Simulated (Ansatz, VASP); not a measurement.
Nb3Cr: VASP beside Ansatz

```
Nb Cr
1.0
     0.00000    3.21889    3.21889
     3.21889    0.00000    3.21889
     3.21889    3.21889    0.00000
Nb Cr
3 1
Cartesian
  4.8283 4.8283 4.8283
  1.6094 1.6094 1.6094
  3.2189 3.2189 3.2189
  0.0000 0.0000 0.0000
```

The cell comes from a database or a generator and needn't be the stable form of this composition.

Alike in both runs: task single point; functional LDA; k mesh 4 × 4 × 4; collinear spin.

```csv
,VASP,Ansatz
version,VASP 6.6.1,Ansatz 0.2.0
potentials or method,"VASP PAW LDA potentials, release 64 (Nb_sv, Cr_pv)","plane waves, PAW"
plane-wave cutoff (eV),520,420
occupations,"gaussian, width 0.1 eV",gaussian
valence electrons in the cell,51,53
```

|  | VASP | Ansatz | Ansatz less VASP |
| --- | --- | --- | --- |
| pressure (GPa) | -13.0 | -12.9 | +0.13 |
| net moment per atom (μB) | 0.12 | 0.13 | +0.014 |
| size of the moment on the site where the two differ most (μB) | 0.35 | 0.41 | +0.059 |

Site moments also hang on the region over which each program counts them. The two sets of potentials don't hold the same shells in valence.

Caveats: the k mesh is coarse (spacing up to 0.42 Å⁻¹), so the values aren't converged.
